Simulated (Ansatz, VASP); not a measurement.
# Cross-check of Sc2TeSe between VASP and Ansatz, part 2 of 2

Aim: how closely do two programs agree when they are given the same cell, functional and k mesh? The cell is invented: Sites of the ScTe structure (space group 194) filled with other elements, volume scaled by an estimate. It may not be a known or stable phase.

VASP 6.6.1 and Ansatz 0.2.0.

So far: The starting structure; VASP: relaxation of cell and atoms, PBE.

## 3. Ansatz: relaxation of cell and atoms, PBE

Level of this step: Ansatz beside VASP: Kohn-Sham DFT, plane waves, PBE (Ansatz).

Ansatz runs on its default PAW (the set named soft_2) files.

The same cell, functional, mesh and smearing now go to Ansatz, which takes its cutoff from its data sets.

Input file input.yaml:

```yaml
crystal:
  lattice:
    - [4.005699, 0.0, 0.0]
    - [-2.002849, 3.469037, 0.0]
    - [0.0, 0.0, 13.089947]
  atoms:
    - { symbol: Te, position: [0.33333333, 0.66666667, 0.125] }
    - { symbol: Te, position: [0.66666667, 0.33333333, 0.875] }
    - { symbol: Se, position: [0.33333333, 0.66666667, 0.625] }
    - { symbol: Se, position: [0.66666667, 0.33333333, 0.375] }
    - { symbol: Sc, position: [0.0, 0.0, 0.5] }
    - { symbol: Sc, position: [0.0, 0.0, 0.0] }
    - { symbol: Sc, position: [0.0, 0.0, 0.75] }
    - { symbol: Sc, position: [0.0, 0.0, 0.25] }
hamiltonian:
  xc: pbe
  pseudopotentials: { kind: paw }
kpoints:
  mp_grid: { grid: [7, 7, 2] }
scf:
  occupations: { method: fermi_dirac, width: 0.05 }
relax:
  f_tol: 0.01
  max_steps: 60
  cell: { stress_tol: 0.05 }
output:
  forces: true
  stress: true
```

Run with:

```bash
> ansatz run input.yaml --threads 4 --pin off --max-ram 9216MiB --backend cpu --events-out ev --progress --plain --runs-dir out
```

Numbers of over 12 decimals in the logs are rounded to 6 here.

Log:

```text
Engine: ansatz 0.2.0, aarch64-unknown-linux-gnu
Pseudopotentials: kind: paw
Pseudopotential: Te, paw, valence charge 16, recommended cutoff 420 eV (normal), Te.paw.azcp
Pseudopotential: Se, paw, valence charge 16, recommended cutoff 420 eV (normal), Se.paw.azcp
Pseudopotential: Sc, paw, valence charge 11, recommended cutoff 420 eV (normal), Sc.paw.azcp
Functional definition: PBE
  parameter kappa = 0.804
  parameter beta = 0.066725
  exchange = pbe_x(kappa = kappa, mu = beta*pi^2/3)
  correlation = pbe_c(beta = beta)
Crystal: 8 atoms, lattice volume = 181.897 Å³
Basis set: ecut = 420 eV, 3583 PW (Γ), exchange–correlation on 54×54×180 points (8 copies of the dense FFT grid, shifted against one another)
Bands: 65, of which v1, the nominal top of the filled ones, is band 54 counted from 1 (53 counted from 0)
Symmetry: 12 space group operations
Space group: P-3m1 (ITA 164), of the structure as read, at distance tolerance 5.7e-5 Å
k-points: 16 of 98
Non-local potential: Te, projectors of the file, l = 0: 2, l = 1: 2, l = 2: 2, l = 3: 2
Non-local potential: Se, projectors of the file, l = 0: 2, l = 1: 2, l = 2: 3, l = 3: 1
Non-local potential: Sc, projectors of the file, l = 0: 3, l = 1: 2, l = 2: 3, l = 3: 1
PAW form: soft (Blöchl's): semilocal exchange-correlation on the pseudo side does not see the compensation charge
PAW one-centre angular grid: Te, 590 points (default); XC on 64 Gauss nodes
PAW one-centre angular grid: Se, 590 points (default); XC on 64 Gauss nodes
PAW one-centre angular grid: Sc, 590 points (default); XC on 64 Gauss nodes
Initial density: superposition of atomic densities (neutral atoms: chi_scale 0, normalization atom), corrected by the library's trained network
Initial wavefunctions: pseudopotential atomic-orbital guess
Functional: x = pbe(κ = 0.804, μ = 0.219515), c = pbe(β = 0.066725)
SCF iter   1: F=—  HF=-33451.943353 eV  |F-HF|=—  |Δ(HF+E_count)|=         —  Δρ=3.69e-3  dr2=1.81e-1  ethr=1.77e-3  ⟨swp⟩=6.7  Hψ=4070  notcnv=0  defer=2
preconditioner: auto → Kerker (q_TF=auto, 2.501 Å⁻¹)  [metal: Δε(μ)=0.037 eV  Ē_g=7.055 eV  σ=0.050 eV  W_gap=0.18  n_scr=52 (ndim 8)  ℏωp=16.5 eV  f_vac=0.001  D(μ)=4.26/eV (n_scr^D=38)]
SCF iter   2: F=—  HF=-33451.935693 eV  |F-HF|=—  |Δ(HF+E_count)|=   7.66e-3  Δρ=2.10e-3  dr2=8.50e-2  ethr=1.68e-4  ⟨swp⟩=1.8  Hψ=1233  notcnv=0  defer=1
SCF iter   3: F=—  HF=-33451.932410 eV  |F-HF|=—  |Δ(HF+E_count)|=   3.28e-3  Δρ=6.68e-4  dr2=1.37e-3  ethr=7.87e-5  ⟨swp⟩=2.1  Hψ=1204  notcnv=0  defer=1
SCF iter   4: F=—  HF=-33451.932114 eV  |F-HF|=—  |Δ(HF+E_count)|=   2.96e-4  Δρ=2.23e-4  dr2=6.69e-4  ethr=1.27e-6  ⟨swp⟩=2.0  Hψ=1684  notcnv=0  defer=1
SCF iter   5: F=—  HF=-33451.932040 eV  |F-HF|=—  |Δ(HF+E_count)|=   7.44e-5  Δρ=9.62e-5  dr2=2.74e-4  ethr=6.20e-7  ⟨swp⟩=2.0  Hψ=1138  notcnv=0  defer=1
SCF iter   6: F=—  HF=-33451.932016 eV  |F-HF|=—  |Δ(HF+E_count)|=   2.37e-5  Δρ=4.91e-5  dr2=1.78e-5  ethr=2.54e-7  ⟨swp⟩=2.0  Hψ=1186  notcnv=0  defer=1
SCF iter   7: F=—  HF=-33451.932058 eV  |F-HF|=—  |Δ(HF+E_count)|=   4.15e-5  Δρ=2.45e-5  dr2=2.41e-6  ethr=1.65e-8  ⟨swp⟩=2.1  Hψ=1859  notcnv=0  defer=2
SCF iter   8: F=—  HF=-33451.932058 eV  |F-HF|=—  |Δ(HF+E_count)|=   1.32e-7  Δρ=8.58e-6  dr2=2.47e-7  ethr=2.23e-9  ⟨swp⟩=2.0  Hψ=1850  notcnv=0  defer=2
SCF iter   9: F=-33451.932058 eV  HF=-33451.932058 eV  |F-HF|=2.81e-8  |Δ(HF+E_count)|=   6.02e-8  Δρ=3.14e-6  dr2=5.94e-8  ethr=9.26e-11  ⟨swp⟩=4.8  Hψ=3216  notcnv=0
SCF 1 converged in 9 iterations: F = -33451.932058 eV  dr2 = 5.94e-8
  greatest PAW one-centre occupation: 1.000 electrons in one spin orbital (limit 2), on the Se atom at site 3 (counted from 0), in its partial waves of l = 2
relax step   1: F+E_penalty+E_count = -33451.93205785 eV  Δ(F+E_penalty+E_count) = +0.000e0 eV  max|allowed force component| = 1.119e0 eV/Å  Δτ_max = 0.0000 Å  P = +2.696 GPa  Ω = 181.897 Å³  (9 SCF iters, dr2 threshold 1.00e-7 eV, accepted)
[...]
relax step   2: F+E_penalty+E_count = -33452.24492790 eV  Δ(F+E_penalty+E_count) = -3.129e-1 eV  max|allowed force component| = 2.384e-1 eV/Å  Δτ_max = 0.1948 Å  P = -0.999 GPa  Ω = 189.334 Å³  energy of the carried Pulay correction = -1.081e-3 eV  (10 SCF iters, dr2 threshold 8.00e-7 eV, accepted)
[...]
relax step   3: F+E_penalty+E_count = -33452.30749631 eV  Δ(F+E_penalty+E_count) = -6.257e-2 eV  max|allowed force component| = 1.744e-1 eV/Å  Δτ_max = 0.0626 Å  P = +0.444 GPa  Ω = 184.382 Å³  energy of the carried Pulay correction = -3.692e-4 eV  (8 SCF iters, dr2 threshold 8.00e-7 eV, accepted)
[...]
relax step   4: F+E_penalty+E_count = -33452.31579553 eV  Δ(F+E_penalty+E_count) = -8.299e-3 eV  max|allowed force component| = 2.519e-2 eV/Å  Δτ_max = 0.0260 Å  P = -0.091 GPa  Ω = 185.162 Å³  energy of the carried Pulay correction = -4.836e-4 eV  (7 SCF iters, dr2 threshold 8.00e-7 eV, accepted)
[...]
relax step   5: F+E_penalty+E_count = -33452.31745253 eV  Δ(F+E_penalty+E_count) = -1.657e-3 eV  max|allowed force component| = 2.712e-3 eV/Å  Δτ_max = 0.0042 Å  P = +0.017 GPa  Ω = 185.085 Å³  energy of the carried Pulay correction = -4.722e-4 eV  (7 SCF iters, dr2 threshold 4.22e-7 eV, accepted)
[...]
relax step   6: F+E_penalty+E_count = -33452.31777116 eV  Δ(F+E_penalty+E_count) = -3.186e-4 eV  max|allowed force component| = 2.619e-3 eV/Å  Δτ_max = 0.0000 Å  P = +0.014 GPa  Ω = 185.085 Å³  stress off target by 1.73e-2 GPa  SCF on the basis re-selected at this cell (its energy is not comparable with the rows above)  (8 SCF iters)
basis re-selected at this cell: Δ(F+E_penalty+E_count) = -3.186e-4 eV, ΔP = -0.003 GPa vs the last step (what re-selecting the basis moved, of the pressure what is left beyond the Pulay correction that the steps carried, after the strain that the cell walked since its last selection, with what the two solves' SCF thresholds leave and, on support functions, any second-order correction that the steps lacked; it is no measure of the basis error at this ecutwfc). The dense FFT grid was sized anew with the basis: this SCF ran on 27×27×96 points, the steps before it on 27×27×90, so part of this shift can come from that change (see relax.cell in the input reference). [rest of the remark cut]
SCF converged after 8 iterations
Free energy (F): -33452.317771 eV
Harris-Foulkes:  -33452.317771 eV  (|F-HF|=1.46e-11)
Internal energy: -33452.282247 eV  (E = F + TS)
E sigma→0 (E₀):  -33452.300009 eV
Entropy (-TS):   -0.035524 eV (-4.440 meV/atom)
Fermi energy:    11.893988 eV
--- Per-component energies (eV) ---
  E_band       = -1747.587250
  E_kinetic    = 1654.727588
  E_local      = -10229.419679  (includes V_loc(G=0)·N_el)
  E_nonlocal   = -1477.968808
  E_hartree    = 5013.807398
  E_xc         = -881.399559
  E_vxc        = -931.210589  (∫ρ·V_xc dr)
  E_paw        = -16972.498561  (= ΣΔE_a)
  E_vpaw       = -791.328878  (= ΣTr[D̂ρ^β])
  E_aug_tail   = -0.001519  (compensation charges beyond the density's cutoff)
  E_ewald      = -10559.529107
  E_smearing   = -0.035524  (= −TS)
  E_closure    = -0.000000  (closes the sum)
  Σ components = -33452.317771   (vs F -33452.317771, Δ=0.00e0)
--- Forces (eV/Å), atoms counted from 1 ---
  atom   1  Te    -0.00000000     0.00000000    -0.00261933
  atom   2  Te     0.00000000    -0.00000000     0.00261933
  atom   3  Se     0.00000000     0.00000000    -0.00229409
  atom   4  Se    -0.00000000    -0.00000000     0.00229409
  atom   5  Sc     0.00000000    -0.00000000     0.00000000
  atom   6  Sc    -0.00000000    -0.00000000     0.00000000
  atom   7  Sc     0.00000000    -0.00000000     0.00252020
  atom   8  Sc    -0.00000000     0.00000000    -0.00252020
  max |Σ_I F_I| component: 3.47e-18 eV/Å
--- Stress (GPa, compression-positive) ---
        0.017291       0.000000       0.000000
        0.000000       0.017291      -0.000000
        0.000000      -0.000000       0.006965
  P = ⅓ Tr σ = 0.0138 GPa (0.138 kbar)
--- Relaxed structure (5 steps of the walk, 5 accepted, 1 SCFs on fresh bases) ---
  F+E_penalty+E_count = -33452.31777116 eV   max|allowed force component| = 2.619e-3 eV/Å   (the final SCF, on the basis selected at the relaxed cell)
  cell:  # Å, volume = 185.0848 Å³
    - [3.928988, -2.8314684783884594e-7, 1.9768852534701528e-17]
    - [-1.964494, 3.402603, -1.4826639503842436e-17]
    - [6.460126685738933e-17, -1.86487848365413e-17, 13.844546]
  atoms:
    - { symbol: Te, position: [0.333333, 0.666667, 0.133253] }
    - { symbol: Te, position: [0.666667, 0.333333, 0.866747] }
    - { symbol: Se, position: [0.333333, 0.666667, 0.616660] }
    - { symbol: Se, position: [0.666667, 0.333333, 0.383340] }
    - { symbol: Sc, position: [0.0, 0.0, 0.500000] }
    - { symbol: Sc, position: [0, 0, 3.975700152132335e-19] }
    - { symbol: Sc, position: [-5.704565576267918e-18, 2.281826287471659e-18, 0.733660] }
    - { symbol: Sc, position: [5.704565576267914e-18, -2.281826287471659e-18, 0.266340] }
```

Wall time 23 s (4 threads of Arm Neoverse V1, shared host); peak memory 0.7 GiB.

## 4. Differences

Known differences besides the potentials themselves: both relaxations stop at a tolerance, which leaves soft axes loose, and VASP keeps its plane-wave basis; the data sets hold 108 valence electrons in Ansatz (default PAW (the set named soft_2) files) and 68 in VASP; the cutoff is 420 eV in Ansatz and 400 eV in VASP; VASP leaves aspherical gradient terms in its spheres out (LASPH is not set), Ansatz keeps them; Ansatz adds a Pulay correction to the stress that steers its cell, VASP none. Total energies have different zeros and are not compared.

The two programs side by side:

```
                                         quantity  Ansatz    VASP  difference
                                      volume (Å³)  185.08  185.41     -0.18 %
edge a after relaxation, in the typed setting (Å)   3.929   3.932     -0.08 %
edge c after relaxation, in the typed setting (Å)  13.845  13.846     -0.01 %
```

The walks stopped with 0.01 GPa left in Ansatz and -0.02 GPa in VASP; each walk ends within a tolerance, so the volume difference is uncertain by about these residues over the bulk modulus, most in soft cells.

## 5. Results

```yaml
difference_in_volume_relaxation_of_cell_and_atoms_pbe: -0.18 %
```

What this shows: The difference in volume is -0.18 % (relaxation of cell and atoms, PBE), within the 1.2 % picked in this series as the mark of a large difference, as far as the stopping tolerances let one tell. Such differences can come from data sets, numerical settings and the points named under the comparisons, not from the functional's error against experiment.

[Lines on the potential files, build, host, timing and source positions are cut from VASP's logs without a mark.]

[Logs are printed without paths, hosts, clocks, repeated set-up lines and the standing remarks that a program may print on its own settings, such as how far it seeks lower states.]

[Hosts, paths, dates, database ids (printed as entryN), source tags and the programs' standing remarks are cut or masked in the printed files.]
